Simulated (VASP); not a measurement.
```
Cu
1.0
    0.00000     1.81803     1.81803
    1.81803     0.00000     1.81803
    1.81803     1.81803     0.00000
Cu
1
Direct
  0.00000   0.00000   0.00000
```

The numbers are results of PW91 GGA, VASP's PBE PAW potentials (set 64) (plane waves; VASP), not measurements. Run with 520 eV cut-off, Gaussian smearing of 0.050 eV, potentials Cu.

Task: Give the energies of bands 1 to 7 at the high-symmetry points, in eV from the Fermi level.

Result: 
```tsv
band	Γ	X	U	L	W
1	-9.23	-4.83	-4.27	-5.03	-4.11
2	-3.04	-4.39	-4.04	-3.07	-3.52
3	-3.04	-1.70	-2.77	-3.07	-3.52
4	-3.04	-1.54	-2.11	-1.69	-2.28
5	-2.24	-1.54	-1.74	-1.69	-1.54
6	-2.24	1.49	4.26	-0.95	6.11
7	22.49	6.97	5.64	3.63	6.11
```

It has no gap at this level: it comes out as a metal or semimetal.

The compound is Cu in the fcc structure. It was relaxed first.
